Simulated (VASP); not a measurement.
The input files of a VASP run:

**INCAR**
```
SYSTEM = Sc
PREC = Accurate
ENCUT = 400
EDIFF = 1E-6
NELM = 100
ALGO = Normal
LREAL = .FALSE.
LASPH = .TRUE.
ISMEAR = 1
SIGMA = 0.1
GGA = PE
LMAXMIX = 4
LWAVE = .FALSE.
LCHARG = .FALSE.
ISIF = 2
LEPSILON = .TRUE.
```

**POSCAR**
```
Sc
1
    1.6550000000    -2.8665440000     0.0000000000
    1.6550000000     2.8665440000     0.0000000000
    0.0000000000     0.0000000000     5.2700000000
Sc
2
Direct
  0.3333330000   0.6666670000   0.2500000000
  0.6666670000   0.3333330000   0.7500000000
```

**KPOINTS**
```
Automatic mesh
0
Gamma
10 10 5
0 0 0
```

POTCAR, in this order: Sc_sv (PBE.64 set). Program: vasp_std.

What VASP printed:

File standard output:
```
...
  Direction:   1
       N       E                     dE             d eps       ncg     rms          rms(c)
RMM:   1    -0.564686772946E+01   -0.56469E+01    0.94217E+00  2816   0.878E+01
RMM:   2    -0.188458052597E+03   -0.18281E+03    0.20618E+02  4559   0.111E+01    0.525E+00
RMM:   3    -0.208819678356E+03   -0.20362E+02    0.69289E+00  4176   0.127E+01    0.311E+00
RMM:   4    -0.210565972213E+03   -0.17463E+01   -0.10950E+00  4610   0.114E+01    0.531E-01
RMM:   5    -0.210063084032E+03    0.50289E+00    0.56436E+00  5366   0.400E+00    0.177E-01
RMM:   6    -0.210272438211E+03   -0.20935E+00    0.39491E+00  5792   0.950E-01    0.138E-01
RMM:   7    -0.210690882612E+03   -0.41844E+00   -0.33006E-02  5010   0.916E-01    0.378E-02
RMM:   8    -0.210652198492E+03    0.38684E-01    0.34605E-01  5487   0.278E-01    0.153E-02
RMM:   9    -0.210670019644E+03   -0.17821E-01    0.18678E-01  5399   0.928E-02    0.385E-03
RMM:  10    -0.210691053835E+03   -0.21034E-01   -0.28087E-02  5622   0.382E-02    0.188E-03
RMM:  11    -0.210688425420E+03    0.26284E-02   -0.51694E-04  5599   0.124E-02    0.674E-04
RMM:  12    -0.210688377012E+03    0.48407E-04    0.10242E-03  5558   0.477E-03    0.212E-04
RMM:  13    -0.210688531489E+03   -0.15448E-03   -0.70261E-04  4969   0.310E-03    0.159E-04
RMM:  14    -0.210688486763E+03    0.44726E-04   -0.28036E-04  3902   0.219E-03    0.308E-05
RMM:  15    -0.210688443504E+03    0.43259E-04    0.15417E-04  2866   0.157E-03    0.222E-05
RMM:  16    -0.210688435744E+03    0.77600E-05    0.22594E-04  2963   0.172E-03    0.139E-05
RMM:  17    -0.210688432511E+03    0.32321E-05    0.25885E-04  2865   0.166E-03    0.277E-06
 change of polarisation eV/A/(eV/A) component  1 :   419.357  -232.460    -0.769
 dielectric tensor                  component  1 :  1518.584  -841.234    -2.782
 Linear response to external field, progress :
  Direction:   2
       N       E                     dE             d eps       ncg     rms          rms(c)
RMM:   1    -0.564606663499E+01   -0.56461E+01    0.94269E+00  2830   0.884E+01
RMM:   2    -0.184610625106E+03   -0.17896E+03    0.24595E+02  4569   0.114E+01    0.380E+00
RMM:   3    -0.207532882505E+03   -0.22922E+02    0.20907E+01  4194   0.117E+01    0.222E+00
RMM:   4    -0.209533053098E+03   -0.20002E+01    0.53888E+00  4727   0.925E+00    0.485E-01
RMM:   5    -0.210138216096E+03   -0.60516E+00    0.15737E+00  5259   0.281E+00    0.277E-01
RMM:   6    -0.210069648955E+03    0.68567E-01    0.28533E+00  5032   0.934E-01    0.132E-01
RMM:   7    -0.210144782060E+03   -0.75133E-01    0.23686E+00  5414   0.341E-01    0.869E-02
RMM:   8    -0.210054113077E+03    0.90669E-01    0.34375E+00  4928   0.338E-01    0.246E-02
RMM:   9    -0.210116401818E+03   -0.62289E-01    0.28111E+00  5279   0.920E-02    0.835E-03
RMM:  10    -0.210104545846E+03    0.11856E-01    0.29510E+00  5487   0.398E-02    0.192E-03
RMM:  11    -0.210105885196E+03   -0.13394E-02    0.29421E+00  5584   0.176E-02    0.774E-04
RMM:  12    -0.210101879576E+03    0.40056E-02    0.29769E+00  5583   0.660E-03    0.274E-04
RMM:  13    -0.210096742535E+03    0.51370E-02    0.30269E+00  4933   0.342E-03    0.133E-04
RMM:  14    -0.210095703711E+03    0.10388E-02    0.30376E+00  3786   0.252E-03    0.314E-05
RMM:  15    -0.210098337834E+03   -0.26341E-02    0.30090E+00  2859   0.233E-03    0.165E-05
RMM:  16    -0.210092894269E+03    0.54436E-02    0.30637E+00  2739   0.232E-03    0.481E-06
 change of polarisation eV/A/(eV/A) component  2 :  -232.443   419.254     0.375
 dielectric tensor                  component  2 :  -841.172  1518.210     1.358
 Linear response to external field, progress :
  Direction:   3
       N       E                     dE             d eps       ncg     rms          rms(c)
RMM:   1    -0.839160541717E+00   -0.83916E+00   -0.39649E+00  1280   0.807E+01
RMM:   2    -0.324004665581E+01   -0.24009E+01    0.37397E+00  2047   0.827E+00    0.154E+00
RMM:   3    -0.368843879746E+01   -0.44839E+00   -0.26145E-01  1924   0.926E+00    0.834E-01
RMM:   4    -0.382411670066E+01   -0.13568E+00   -0.24806E-01  2172   0.542E+00    0.363E-01
RMM:   5    -0.386286481833E+01   -0.38748E-01   -0.36541E-02  2371   0.998E-01    0.613E-02
RMM:   6    -0.387127884667E+01   -0.84140E-02   -0.61550E-03  2259   0.344E-01    0.182E-02
RMM:   7    -0.387397184823E+01   -0.26930E-02    0.81698E-05  2212   0.127E-01    0.929E-03
RMM:   8    -0.387370940102E+01    0.26245E-03    0.20081E-04  2366   0.464E-02    0.734E-04
RMM:   9    -0.387382489707E+01   -0.11550E-03   -0.73670E-05  2456   0.142E-02    0.364E-04
RMM:  10    -0.387384008436E+01   -0.15187E-04   -0.43160E-05  2218   0.488E-03    0.134E-04
RMM:  11    -0.387384259501E+01   -0.25107E-05   -0.24374E-06  1771   0.167E-03    0.306E-05
RMM:  12    -0.387384321571E+01   -0.62070E-06   -0.11563E-06  1012   0.702E-04    0.103E-05
 change of polarisation eV/A/(eV/A) component  3 :    -0.325     1.192     7.605
 dielectric tensor                  component  3 :    -1.177     4.312    28.521
 Born effective charges drift removed
```

### OUTCAR
```
------------------------ aborting loop because EDIFF is reached ----------------------------------------

 HEAD OF MICROSCOPIC STATIC DIELECTRIC TENSOR (INDEPENDENT PARTICLE, excluding Hartree and local field effects)
 ------------------------------------------------------
        1518.534791    -0.000000    -0.000000
           0.000000  1518.534700     0.000000
           0.000000    -0.000000    28.906937
 ------------------------------------------------------

 MACROSCOPIC STATIC DIELECTRIC TENSOR (including local field effects in DFT)
 ------------------------------------------------------
        1518.397013     0.000000    -0.000000
           0.000000  1518.396921     0.000000
          -0.000000     0.000000    28.521049
 ------------------------------------------------------

 PIEZOELECTRIC TENSOR (including local field effects)  for field in x, y, z        (e  Angst)
          XX          YY          ZZ          XY          YZ          ZX
  --------------------------------------------------------------------------------
  x     0.00000     0.00000     0.00000     0.00000     0.00000     0.00000
  y     0.00000     0.00000     0.00000     0.00000     0.00000     0.00000
  z     0.00000     0.00000     0.00000     0.00000     0.00000     0.00000

 PIEZOELECTRIC TENSOR (including local field effects)  for field in x, y, z        (C/m^2)
          XX          YY          ZZ          XY          YZ          ZX
  --------------------------------------------------------------------------------
  x     0.00000     0.00000     0.00000     0.00000     0.00000     0.00000
  y     0.00000     0.00000     0.00000     0.00000     0.00000     0.00000
  z     0.00000     0.00000     0.00000     0.00000     0.00000     0.00000

 BORN EFFECTIVE CHARGES (including local field effects) (in |e|, cummulative output)
 ---------------------------------------------------------------------------------
 ion    1
    1     0.00000     0.00000     0.00000
    2     0.00000     0.00000     0.00000
    3     0.00000     0.00000     0.00000
 ion    2
    1     0.00000     0.00000     0.00000
    2     0.00000     0.00000     0.00000
    3     0.00000     0.00000     0.00000
```
(Selected blocks of OUTCAR.)

Problem. Read input and log: which fault does this run have?
(A) the lattice vectors form a left-handed set
(B) LEPSILON was set for a metal
(C) molecular dynamics (IBRION = 0) was asked for without POTIM
(D) the lattice vectors carry noise near SYMPREC

Solution. B, LEPSILON was set for a metal. The run ends without an error. Against the sound run, the energy per atom (σ→0) stays essentially unchanged; the pressure stays essentially unchanged.

To mend it, drop LEPSILON, since a metal has no finite static dielectric tensor or Born charges. The plain static run on this cell (PBE GGA, plane waves, VASP's PBE PAW potentials (set 64)) converges, and its OSZICAR ends with
```
   1 F= -.12485920E+02 E0= -.12484619E+02  d E =-.390333E-02
```

The compound is Sc in the hcp structure. The cell was not relaxed at this level.
